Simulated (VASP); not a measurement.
Consider the following.

```xyz
1
Lattice="-1.6527 1.6527 1.6527 1.6527 -1.6527 1.6527 1.6527 1.6527 -1.6527" Properties=species:S:1:pos:R:3 pbc="T T T"
Nb     0.0000     0.0000     0.0000
```

Calculation: PBE GGA, VASP's PBE PAW potentials (set 64) (plane waves; VASP 6.6.1). Settings: 480 eV cut-off, 14×14×14 Γ-centred mesh, first-order Methfessel-Paxton smearing of 0.10 eV, potentials Nb_sv.

Energy and stress use the plane-wave basis of the starting cell.

### Question
The ions, cell shape and volume at an external pressure of 15.0 GPa are relaxed. Predict the relaxed structure.

### Answer

```xyz
1
Lattice="-1.6119 1.6119 1.6119 1.6119 -1.6119 1.6119 1.6119 1.6119 -1.6119" Properties=species:S:1:pos:R:3 pbc="T T T"
Nb     0.0000     0.0000     0.0000
```
Space group Im-3m (229), at a tolerance of 0.03 Å.

### Question
How do energy and volume change from the first to the last step?

### Answer
The energy (σ→0) changes by +59.4 meV/atom and the volume by -7.2 %, in 7 ionic steps.

The compound is Nb in the bcc structure. This run relaxes it under an external pressure of 15 GPa. Symmetry was kept, so distortions that lower it aren't found.
